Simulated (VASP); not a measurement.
Consider the following.

```
CELL_PARAMETERS angstrom
      2.98991     0.00000     0.00000
      0.00000     2.98991     0.00000
      0.00000     0.00000     2.98991
ATOMIC_POSITIONS crystal
  Cu 0.00000 0.00000 0.00000
  As 0.50000 0.50000 0.50000
```

All values below come from PBE GGA + U (Dudarev), VASP's PBE PAW potentials (set 64) (plane waves; VASP 6.6.1). Numerical set-up: 400 eV cut-off, 8×8×8 Γ-centred mesh, Gaussian smearing of 0.050 eV, potentials Cu As, U − J: Cu 1.00 eV.

Q: Estimate the energy per atom (σ→0), pressure, band gap (on the k-mesh) with the smallest direct gap where there is one.

A: 
* **band gap (on the k-mesh)**: none (metal, semimetal or under 0.01 eV)
* **energy per atom (σ→0)**: -3.610 eV/atom
* **pressure**: 22.65 GPa

Only differences to runs with the same potentials and settings are physical.

The structure was generated: CuAs was put into the CsCl type (Pm-3m), which need not be its known phase. The cell was not relaxed at this level. The run is one of a series of settings (LDAU = .TRUE., LDAUJ = 0 0, LDAUL = 2 -1, LDAUTYPE = 2, LDAUU = 1.0 0 against the base run), some of them coarse on purpose.
